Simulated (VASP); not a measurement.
Here is the system:

```xyz
2
Lattice="0.0000 3.0906 3.0906 3.0906 0.0000 3.0906 3.0906 3.0906 0.0000" Properties=species:S:1:pos:R:3 pbc="T T T"
In     0.0000     0.0000     0.0000
As     1.5453     1.5453     1.5453
```

The numbers are results of PBE GGA, VASP's PBE PAW potentials (set 64) (plane waves; VASP), not measurements. Run with 175 eV cut-off, 7×7×7 Γ-centred mesh, Gaussian smearing of 0.050 eV, potentials In_d As.

At this cut-off the stress carries a Pulay error, which pulls relaxed volumes low. Unless said otherwise, spin-orbit coupling is left out, though it shifts the bands of the heavy elements here.

Problem. Estimate the energy per atom (σ→0), pressure, band gap (on the k-mesh) with the smallest direct gap where there is one.

Solution. 
| Quantity | Result |
|---|---|
| band gap (on the k-mesh) | none (metal, semimetal or under 0.01 eV) |
| energy per atom (σ→0) | -3.468 eV/atom |
| pressure | -36.96 GPa |

The absolute energy has meaning only against runs of the same code, potentials and settings.

The compound is InAs in the zinc blende structure. The cell was not relaxed at this level. The run is one of a series of settings (ENCUT = 175 against the base run), some of them coarse on purpose.
